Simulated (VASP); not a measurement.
Data:

```
Ta2O5
1.0
    3.84524     0.00000    -0.00366
    0.00000     3.86426     0.00000
   -1.82695     0.00000     6.51012
Ta O
2 5
Direct
  0.64798   0.00000   0.79233
  0.35202   0.00000   0.20767
  0.66404   0.50000   0.79930
  0.33596   0.50000   0.20070
  0.18909   0.00000   0.87045
  0.81091   0.00000   0.12955
  0.50000   0.00000   0.50000
```

Computed with PBEsol GGA, VASP's PBE PAW potentials (set 64) (plane waves; VASP). Run with 520 eV cut-off, 7×7×4 Γ-centred mesh, tetrahedra with Blöchl corrections, potentials Ta_pv O.

The cores are frozen, which limits the accuracy of field gradients.

Give the principal components of the electric field gradient (V/Å²) and the asymmetry η at each nucleus.

```json
[
 {"atom": "Ta1", "Vxx": "201.2", "Vyy": "165.1", "Vzz": "-366.3", "η": "0.10"},
 {"atom": "Ta2", "Vxx": "201.2", "Vyy": "165.1", "Vzz": "-366.3", "η": "0.10"},
 {"atom": "O3", "Vxx": "-1.1", "Vyy": "-0.8", "Vzz": "1.8", "η": "0.15"},
 {"atom": "O4", "Vxx": "-1.1", "Vyy": "-0.8", "Vzz": "1.8", "η": "0.15"},
 {"atom": "O5", "Vxx": "37.6", "Vyy": "14.0", "Vzz": "-51.6", "η": "0.46"},
 {"atom": "O6", "Vxx": "37.6", "Vyy": "14.0", "Vzz": "-51.6", "η": "0.46"},
 {"atom": "O7", "Vxx": "25.5", "Vyy": "18.3", "Vzz": "-43.8", "η": "0.17"}
]
```

The structure comes from a computed database's Ta2O5 entry (P2/m); how it stands against other phases isn't given here. It was relaxed first.
